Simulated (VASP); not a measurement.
# YTe3: convergence with the SCF threshold and k-mesh, part 3 of 3

Aim: find how far the SCF threshold and k-mesh must be pushed for YTe3, and what that costs. The series runs use r2SCAN. The start is a computed cell from the Materials Project.

VASP 6.6.1; r2SCAN; plane waves and PAW (Y_sv, Te).

So far. Step 12 (K-mesh: 5 5 5): Against the run before the energy moves by +18.12 meV an atom and the pressure by -0.34 GPa, after 16 cycles in 2 min.

## 13. K-mesh: 6 6 6

INCAR

```
SYSTEM = YTe3
PREC = Accurate
ENCUT = 400
EDIFF = 1E-06
NELM = 100
ISMEAR = -1
SIGMA = 0.05
LREAL = .FALSE.
ALGO = Normal
METAGGA = R2SCAN
LASPH = .TRUE.
NBANDS = 37
LORBIT = 11
LWAVE = .FALSE.
LCHARG = .FALSE.
KPAR = 8
ISIF = 2
```

POSCAR

```
YTe3
1.0
    4.3372342400      0.0000000000      0.0000000000
    0.0000000000      0.0000000000      4.3383663100
    2.1686171200    -13.1814784600      0.0000000000
Y Te
2 6
Direct
    0.8283804400      0.2500000000      0.3432391200
    0.1716195600      0.7500000000      0.6567608800
    0.0756230300      0.2500000000      0.8487539400
    0.9243769700      0.7500000000      0.1512460600
    0.4243801200      0.2500000000      0.1512397600
    0.5756198800      0.7500000000      0.8487602400
    0.7068196200      0.2500000000      0.5863607600
    0.2931803800      0.7500000000      0.4136392400
```

KPOINTS

```
Automatic mesh
0
Gamma
6 6 6
0 0 0
```

Potentials, in the order of the species: Y_sv and Te (PBE family, release 64).

On the command line:

```console
> mpirun -np 8 vasp_std
```

Output:

```text
[... set-up lines as in an earlier step ...]
 entering main loop
       N       E                     dE             d eps       ncg     rms          rms(c)
DAV:   1     0.123342792053E+03    0.12334E+03   -0.21908E+04  3928   0.114E+03
DAV:   2    -0.185038004329E+03   -0.30838E+03   -0.30045E+03  4581   0.260E+02
DAV:   3    -0.211561149450E+03   -0.26523E+02   -0.26163E+02  5727   0.603E+01
DAV:   4    -0.214073023860E+03   -0.25119E+01   -0.24970E+01  7000   0.151E+01
[...]
DAV:  14    -0.201621846467E+03   -0.31475E-05   -0.14925E-05  4640   0.176E-02    0.201E-02
DAV:  15    -0.201621845335E+03    0.11321E-05   -0.69654E-06  4507   0.111E-02    0.827E-03
DAV:  16    -0.201621845467E+03   -0.13199E-06   -0.50607E-07  2848   0.317E-03
   1 F= -.20162185E+03 E0= -.20161307E+03  d E =-.175554E-01
```

Elapsed: 3 min, on 8 MPI ranks of Intel Xeon Platinum 8259CL at 2.50GHz (Skylake/Cascade Lake), shared host; peak memory 3.9 GiB.

From OUTCAR (step 13):

```text
  Total       -0.2405360     -0.5486165     -0.2367482      0.0000000      0.0000000      0.0000000
  in kB       -1.5537729     -3.5438570     -1.5293045      0.0000000      0.0000000      0.0000000
  external PRESSURE =      -2.2089781 kB  Pullay stress =       0.0000000 kB

 POSITION                                       TOTAL-FORCE (eV/Angst)
 -----------------------------------------------------------------------------------
      4.33723     -4.52440      1.08459         0.000000      0.065211     -0.000000
      2.16862     -8.65708      3.25377        -0.000000     -0.065211      0.000000
      2.16862    -11.18783      1.08459         0.000000      0.034960      0.000000
      4.33723     -1.99365      3.25377         0.000000     -0.034960     -0.000000
      2.16862     -1.99356      1.08459         0.000000     -0.043142      0.000000
      4.33723    -11.18791      3.25377         0.000000      0.043142      0.000000
      4.33723     -7.72910      1.08459        -0.000000     -0.023469      0.000000
      2.16862     -5.45238      3.25377         0.000000      0.023469      0.000000
 -----------------------------------------------------------------------------------
    total drift:                               -0.000000      0.000000      0.000000

  FREE ENERGIE OF THE ION-ELECTRON SYSTEM (eV)
  ---------------------------------------------------
  free  energy   TOTEN  =      -201.6218454673 eV

  energy  without entropy=     -201.6042900993  energy(sigma->0) =     -201.61306778

[... 1 part as in an earlier step ...]

[... 2 further parts left out ...]
[key lines of the parts left out:]
E-fermi :   5.4591
```

Against the run before the energy moves by -1.02 meV an atom and the pressure by +0.04 GPa, after 16 cycles in 3 min.

## 14. K-mesh: 8 8 8

INCAR is that of step 13.

POSCAR is that of step 13.

KPOINTS

```
Automatic mesh
0
Gamma
8 8 8
0 0 0
```

On the command line:

```console
> mpirun -np 8 vasp_std
```

Output:

```text
[... set-up lines as in an earlier step ...]
 entering main loop
       N       E                     dE             d eps       ncg     rms          rms(c)
DAV:   1     0.126250356999E+03    0.12625E+03   -0.21934E+04  7874   0.115E+03
DAV:   2    -0.184408580487E+03   -0.31066E+03   -0.30239E+03  9271   0.263E+02
DAV:   3    -0.211575407675E+03   -0.27167E+02   -0.26783E+02 11481   0.613E+01
DAV:   4    -0.214142320345E+03   -0.25669E+01   -0.25526E+01 14220   0.153E+01
[...]
DAV:  14    -0.201660003353E+03    0.28269E-05   -0.12980E-05 10551   0.143E-02    0.272E-02
DAV:  15    -0.201660004656E+03   -0.13029E-05   -0.12520E-05 10035   0.162E-02    0.977E-03
DAV:  16    -0.201660004505E+03    0.15139E-06   -0.12836E-06  6212   0.563E-03
   1 F= -.20166000E+03 E0= -.20165438E+03  d E =-.112447E-01
```

The job ended after 5.4 min (8 MPI ranks; peak memory 5.6 GiB; 43 min of CPU time).

From OUTCAR (step 14):

```text
  Total       -0.3384119     -0.1300881     -0.3893951      0.0000000      0.0000000      0.0000000
  in kB       -2.1860143     -0.8403204     -2.5153469      0.0000000      0.0000000      0.0000000
  external PRESSURE =      -1.8472272 kB  Pullay stress =       0.0000000 kB

 POSITION                                       TOTAL-FORCE (eV/Angst)
 -----------------------------------------------------------------------------------
      4.33723     -4.52440      1.08459         0.000000     -0.019329      0.000000
      2.16862     -8.65708      3.25377        -0.000000      0.019329      0.000000
      2.16862    -11.18783      1.08459        -0.000000      0.005906     -0.000000
      4.33723     -1.99365      3.25377         0.000000     -0.005906      0.000000
      2.16862     -1.99356      1.08459         0.000000     -0.007859      0.000000
      4.33723    -11.18791      3.25377         0.000000      0.007859     -0.000000
      4.33723     -7.72910      1.08459        -0.000000     -0.033659      0.000000
      2.16862     -5.45238      3.25377         0.000000      0.033659      0.000000
 -----------------------------------------------------------------------------------
    total drift:                               -0.000000      0.000000      0.000000

  FREE ENERGIE OF THE ION-ELECTRON SYSTEM (eV)
  ---------------------------------------------------
  free  energy   TOTEN  =      -201.6600045047 eV

  energy  without entropy=     -201.6487598379  energy(sigma->0) =     -201.65438217

[... 1 part as in an earlier step ...]

[... 2 further parts left out ...]
[key lines of the parts left out:]
E-fermi :   5.6706
```

Against the run before the energy moves by -5.16 meV an atom and the pressure by +0.04 GPa, after 16 cycles in 5.4 min.

## 15. K-mesh: 10 10 10

INCAR is that of step 14.

POSCAR is that of step 14.

KPOINTS

```
Automatic mesh
0
Gamma
10 10 10
0 0 0
```

On the command line:

```console
> mpirun -np 8 vasp_std
```

Output:

```text
[... set-up lines as in an earlier step ...]
 entering main loop
       N       E                     dE             d eps       ncg     rms          rms(c)
DAV:   1     0.125543935267E+03    0.12554E+03   -0.21949E+04 13924   0.115E+03
DAV:   2    -0.184637523063E+03   -0.31018E+03   -0.30199E+03 16433   0.262E+02
DAV:   3    -0.211566856642E+03   -0.26929E+02   -0.26577E+02 20369   0.610E+01
DAV:   4    -0.214101918274E+03   -0.25351E+01   -0.25203E+01 25064   0.153E+01
[...]
DAV:  14    -0.201615702072E+03    0.24511E-05   -0.11509E-05 18302   0.136E-02    0.242E-02
DAV:  15    -0.201615703359E+03   -0.12866E-05   -0.12319E-05 17859   0.157E-02    0.856E-03
DAV:  16    -0.201615703067E+03    0.29169E-06   -0.14017E-06 11406   0.572E-03
   1 F= -.20161570E+03 E0= -.20160744E+03  d E =-.165306E-01
```

It took 9.1 min on 8 MPI ranks; peak memory 8.2 GiB; 73 min of CPU time.

Parts of OUTCAR (step 15):

```text
  Total       -0.4134399     -0.1921369     -0.3396660      0.0000000      0.0000000      0.0000000
  in kB       -2.6706670     -1.2411324     -2.1941150      0.0000000      0.0000000      0.0000000
  external PRESSURE =      -2.0353048 kB  Pullay stress =       0.0000000 kB

 POSITION                                       TOTAL-FORCE (eV/Angst)
 -----------------------------------------------------------------------------------
      4.33723     -4.52440      1.08459         0.000000     -0.013586      0.000000
      2.16862     -8.65708      3.25377         0.000000      0.013586     -0.000000
      2.16862    -11.18783      1.08459         0.000000      0.002405      0.000000
      4.33723     -1.99365      3.25377         0.000000     -0.002405     -0.000000
      2.16862     -1.99356      1.08459         0.000000     -0.001137      0.000000
      4.33723    -11.18791      3.25377         0.000000      0.001137     -0.000000
      4.33723     -7.72910      1.08459        -0.000000     -0.027563      0.000000
      2.16862     -5.45238      3.25377         0.000000      0.027563      0.000000
 -----------------------------------------------------------------------------------
    total drift:                               -0.000000      0.000000      0.000000

  FREE ENERGIE OF THE ION-ELECTRON SYSTEM (eV)
  ---------------------------------------------------
  free  energy   TOTEN  =      -201.6157030672 eV

  energy  without entropy=     -201.5991724367  energy(sigma->0) =     -201.60743775

[... 1 part as in an earlier step ...]

[... 2 further parts left out ...]
[key lines of the parts left out:]
E-fermi :   5.6677
```

Against the run before the energy moves by +5.87 meV an atom and the pressure by -0.02 GPa, after 16 cycles in 9.1 min.

## 16. The k-mesh series as a table

This step: convergence of r2SCAN results with the mesh; plane waves and PAW (VASP 6.6.1).

Derived from the runs above.

Differences are taken from the run with 10 10 10. Results of the series, by row:

```csv
setting,status,energy less the reference (meV/atom),pressure (GPa),largest force difference (meV/Å),SCF cycles,wall time (s)
2 2 2,converged,155.6,0.4047,892.7,18,38
3 3 3,converged,53.08,-0.7008,92.05,15,35
4 4 4,converged,-17.8,0.07673,62.96,16,101
5 5 5,converged,0.321,-0.2631,156.4,16,120
6 6 6,converged,-0.7038,-0.2209,78.8,16,177
8 8 8,converged,-5.868,-0.1847,6.722,16,325.1
10 10 10,converged,0,-0.2035,0,16,547.1
```

## 17. What came out

```json
{
 "SCF threshold from which the energy stays within 10 meV/atom of the reference": "EDIFF = 0.01",
 "SCF threshold from which the energy stays within 1 meV/atom of the reference": "EDIFF = 0.01",
 "SCF threshold from which the pressure stays within 0.2 GPa of the reference": "EDIFF = 0.01",
 "spread of the pressure over the SCF threshold": "0.123 GPa",
 "spread of the energy over the SCF threshold": "0.0376 meV/atom",
 "k-mesh from which the energy stays within 10 meV/atom of the reference": "5 5 5",
 "k-mesh from which the energy stays within 1 meV/atom of the reference": "none before the reference itself",
 "k-mesh from which the pressure stays within 0.2 GPa of the reference": "5 5 5",
 "spread of the pressure over the k-mesh": "1.11 GPa",
 "spread of the energy over the k-mesh": "173 meV/atom"
}
```

In words: From EDIFF = 0.01 on, the energy stays within 1 meV an atom of the reference, at 89 % of its time. The pressure holds within 0.2 GPa from EDIFF = 0.01 on. The loosest stop saves 11 of 21 cycles and costs +0.0 meV an atom, -0.10 GPa, 26.7 meV/Å in forces. No run before the reference (10 10 10) settles within 1 meV an atom of it; the nearest step is off by -5.9 meV an atom, +0.02 GPa, 6.7 meV/Å in forces. The pressure holds within 0.2 GPa from 5 5 5 on. The energy swings above and below the reference, since the sum over k-points is not variational. A metal's Fermi surface slows this convergence. Differences are taken from the run with 10 10 10, which is itself not the exact limit. The runs at 2 2 2; 3 3 3 are over 30 meV an atom or 2 GPa off and describe the material poorly.

[Lines on the potential files, build, host, timing and source positions are cut from VASP's logs without a mark.]

[Logs are printed without paths, hosts, clocks, repeated set-up lines and the standing remarks that a program may print on its own settings, such as how far it seeks lower states.]

[Hosts, paths, dates, database ids (printed as entryN), source tags and the programs' standing remarks are cut or masked in the printed files.]

[A measured line is paired with the nearest computed mode of its activity, which favours agreement.]

[In band tables of VASP the shares of atoms and orbitals are scaled to a sum of 1 inside the atoms' spheres.]
